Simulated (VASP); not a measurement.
Given:

```xyz
1
Lattice="-2.7221 2.7221 2.7221 2.7221 -2.7221 2.7221 2.7221 2.7221 -2.7221" Properties=species:S:1:pos:R:3 pbc="T T T"
Rb     0.0000     0.0000     0.0000
```

The numbers are results of vdW-DF2, VASP's PBE PAW potentials (set 64) (plane waves; VASP 6.6.1), not measurements. Settings: 520 eV cut-off, 9×9×9 Γ-centred mesh, first-order Methfessel-Paxton smearing of 0.10 eV, potentials Rb_sv.

Problem. Estimate the energy per atom (σ→0), band gap (on the k-mesh) with the smallest direct gap where there is one.

Solution. 
```json
{
  "band gap (on the k-mesh)": "none (metal, semimetal or under 0.01 eV)",
  "energy per atom (σ→0)": "1.054 eV/atom"
}
```

The absolute energy has meaning only against runs of the same code, potentials and settings.

The compound is Rb in the bcc structure. This cell is one point of a volume scan, at 0.94 of the reference volume.
